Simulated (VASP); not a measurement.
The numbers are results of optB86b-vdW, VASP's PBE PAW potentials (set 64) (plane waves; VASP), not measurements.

VASP input:

File KPOINTS:
```
k-points along high-symmetry lines
10
Line-mode
Reciprocal
  0.000000   0.000000   0.000000 ! GAMMA
  0.000000   0.500000   0.000000 ! M

  0.000000   0.500000   0.000000 ! M
 -0.333333   0.666667   0.000000 ! K

 -0.333333   0.666667   0.000000 ! K
  0.000000   0.000000   0.000000 ! GAMMA

  0.000000   0.000000   0.000000 ! GAMMA
  0.000000   0.000000   0.500000 ! A

  0.000000   0.000000   0.500000 ! A
  0.000000   0.500000   0.500000 ! L

  0.000000   0.500000   0.500000 ! L
 -0.333333   0.666667   0.500000 ! H

 -0.333333   0.666667   0.500000 ! H
  0.000000   0.000000   0.500000 ! A

  0.000000   0.500000   0.500000 ! L
  0.000000   0.500000   0.000000 ! M

 -0.333333   0.666667   0.500000 ! H
 -0.333333   0.666667   0.000000 ! K
```

INCAR:
```
ENCUT = 520
GGA = MK
SYSTEM = WSe2
LASPH = .True.   # aspherical one-centre terms
LMAXMIX = 6   # l cut-off of mixed one-centre charges
NELM = 100   # most electronic steps
LORBIT = 11
SIGMA = 0.05
LREAL = .False.   # projection in real space or not
AGGAC = 0.0
ICHARG = 11
LUSE_VDW = .True.
ALGO = Normal
PARAM2 = 1.0
ISMEAR = 0
LWAVE = .False.
LCHARG = .False.
EDIFF = 1E-7   # SCF stop (eV)
PREC = Accurate
PARAM1 = 0.1234
```

### POSCAR
```
WSe2
1
    1.6504035234    -2.8585824248     0.0000000000
    1.6504035234     2.8585824248     0.0000000000
    0.0000000000     0.0000000000    13.0751022995
W Se
2 4
Direct
  0.3333330000   0.6666670000   0.2500000000
  0.6666670000   0.3333330000   0.7500000000
  0.3333330000   0.6666670000   0.8790986326
  0.6666670000   0.3333330000   0.3790986326
  0.6666670000   0.3333330000   0.1209013674
  0.3333330000   0.6666670000   0.6209013674
```

POTCAR, in this order: W_sv Se (PBE.64 set). Program: vasp_std. Read from the step before: CHGCAR.

What will the output report for the number of irreducible k-points (NKPTS), largest plane-wave count, number of space-group operations, FFT grid (NGX, NGY, NGZ)?

```yaml
number of irreducible k-points (NKPTS): 90
largest_plane_wave_count: 3360
number_of_space_group_operations: 24
FFT grid (NGX, NGY, NGZ): 28 × 28 × 98
```

The compound is WSe2 in the 2H layered structure. It was relaxed first.
